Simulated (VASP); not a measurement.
```xyz
64
Lattice="10.9371 0.0000 0.0000 0.0000 10.9371 0.0000 0.0000 0.0000 10.9371" Properties=species:S:1:pos:R:3 pbc="T T T"
Si     5.4685     0.0000     0.0000
Si     6.8357     1.3671     1.3671
Si     8.2028     2.7343     0.0000
Si     9.5699     4.1014     1.3671
Si     8.2028     0.0000     2.7343
Si     9.5699     1.3671     4.1014
Si     0.0000     0.0000     0.0000
Si     1.3671     1.3671     1.3671
Si     2.7343     2.7343     0.0000
Si     4.1014     4.1014     1.3671
Si     5.4685     5.4685     0.0000
Si     6.8357     6.8357     1.3671
Si     8.2028     8.2028     0.0000
Si     9.5699     9.5699     1.3671
Si     2.7343     0.0000     2.7343
Si     4.1014     1.3671     4.1014
Si     5.4685     2.7343     2.7343
Si     6.8404     4.1485     4.1414
Si     8.2028     5.4685     2.7343
Si     9.5699     6.8357     4.1014
Si     5.4685     0.0000     5.4685
Si     6.8357     1.3671     6.8357
Si     8.2028     2.7343     5.4685
Si     9.5699     4.1014     6.8357
Si     8.2028     0.0000     8.2028
Si     9.5699     1.3671     9.5699
Si     0.0000     5.4685     0.0000
Si     1.3671     6.8357     1.3671
Si     2.7343     8.2028     0.0000
Si     4.1014     9.5699     1.3671
Si     0.0000     2.7343     2.7343
Si     1.3671     4.1014     4.1014
Si     2.7343     5.4685     2.7343
Si     4.1121     6.8549     4.1055
Si     5.4685     8.2028     2.7343
Si     6.8357     9.5699     4.1014
Si     0.0000     0.0000     5.4685
Si     1.3671     1.3671     6.8357
Si     2.7343     2.7343     5.4685
Si     4.1136     4.1486     6.8524
Si     6.8117     6.7944     6.8532
Si     8.2028     8.2028     5.4685
Si     9.5699     9.5699     6.8357
Si     2.7343     0.0000     8.2028
Si     4.1014     1.3671     9.5699
Si     5.4685     2.7343     8.2028
Si     6.8357     4.1014     9.5699
Si     8.2028     5.4685     8.2028
Si     9.5699     6.8357     9.5699
Si     0.0000     8.2028     2.7343
Si     1.3671     9.5699     4.1014
Si     0.0000     5.4685     5.4685
Si     1.3671     6.8357     6.8357
Si     2.7343     8.2028     5.4685
Si     4.1014     9.5699     6.8357
Si     0.0000     2.7343     8.2028
Si     1.3671     4.1014     9.5699
Si     2.7343     5.4685     8.2028
Si     4.1014     6.8357     9.5699
Si     5.4685     8.2028     8.2028
Si     6.8357     9.5699     9.5699
Si     0.0000     8.2028     8.2028
Si     1.3671     9.5699     9.5699
Sb     5.4632     5.4408     5.5074
```
Cell charge -1.

Method: PBE GGA, VASP's PBE PAW potentials (set 64) (plane waves; VASP). Run with PREC = Normal, LREAL = Auto, ISYM = 0, NELECT = 258.0, EDIFF = 1E-5, 400 eV cut-off, 1×1×1 Γ-centred mesh, Gaussian smearing of 0.050 eV, potentials Si Sb.

The cell is charged, with a uniform compensating background. The supercell is sampled at Γ alone, which is coarse: total energies, pressure and levels can be off, energies of defects by several tenths of an eV.

The ions are relaxed. Predict the relaxed structure.

```xyz
64
Lattice="10.9371 0.0000 0.0000 0.0000 10.9371 0.0000 0.0000 0.0000 10.9371" Properties=species:S:1:pos:R:3 pbc="T T T"
Si     5.4680     0.0012     0.0033
Si     6.8454     1.3676     1.3699
Si     8.2030     2.7331     0.0052
Si     9.5689     4.0913     1.3695
Si     8.2035     0.0037     2.7355
Si     9.5710     1.3680     4.0913
Si    10.9371    10.9370    10.9370
Si     1.3773     1.3773     1.3770
Si     2.7353     2.7350    10.9351
Si     4.0928     4.0925     1.3742
Si     5.4680     5.4676     0.0019
Si     6.8451     6.8456     1.3706
Si     8.2029     8.2032    10.9329
Si     9.5601     9.5602     1.3773
Si     2.7354    10.9364     2.7358
Si     4.0940     1.3752     4.0936
Si     5.4623     2.7092     2.7084
Si     6.9805     3.9636     3.9619
Si     8.2334     5.4816     2.7058
Si     9.5668     6.8467     4.0937
Si     5.4683     0.0005     5.4685
Si     6.8445     1.3728     6.8444
Si     8.2330     2.7058     5.4789
Si     9.5667     4.0917     6.8460
Si     8.2020    10.9347     8.2025
Si     9.5601     1.3770     9.5600
Si    10.9358     5.4684     0.0041
Si     1.3669     6.8457     1.3688
Si     2.7335     8.2041     0.0057
Si     4.0912     9.5714     1.3692
Si    10.9350     2.7352     2.7349
Si     1.3735     4.0934     4.0927
Si     2.7071     5.4610     2.7068
Si     3.9601     6.9812     3.9597
Si     5.4801     8.2335     2.7052
Si     6.8459     9.5658     4.0939
Si    10.9351    10.9362     5.4689
Si     1.3662     1.3654     6.8452
Si     2.7042     2.7056     5.4611
Si     3.9478     3.9531     6.9921
Si     6.9810     6.9798     6.9862
Si     8.2303     8.2301     5.4612
Si     9.5679     9.5697     6.8457
Si     2.7348     0.0040     8.2032
Si     4.0916     1.3669     9.5720
Si     5.4788     2.7043     8.2348
Si     6.8454     4.0914     9.5682
Si     8.2343     5.4568     8.2358
Si     9.5720     6.8457     9.5718
Si     0.0045     8.2043     2.7351
Si     1.3675     9.5725     4.0915
Si     0.0001     5.4684     5.4686
Si     1.3704     6.8467     6.8442
Si     2.7050     8.2337     5.4785
Si     4.0924     9.5661     6.8456
Si     0.0044     2.7342     8.2036
Si     1.3651     4.0918     9.5745
Si     2.6997     5.4825     8.2381
Si     4.0923     6.8467     9.5688
Si     5.4584     8.2343     8.2348
Si     6.8455     9.5729     9.5720
Si    10.9327     8.2037     8.2024
Si     1.3772     9.5602     9.5598
Sb     5.4625     5.4655     5.4813
```
Cell charge -1.

How much energy does the relaxation gain?

The energy (σ→0) changes by -29.0 meV/atom, in 11 ionic steps.

The cell is a supercell with a defect, built from Si (diamond): Sb_Si, charge -1. The run is not spin-polarised, so no state with unpaired spins was tried.
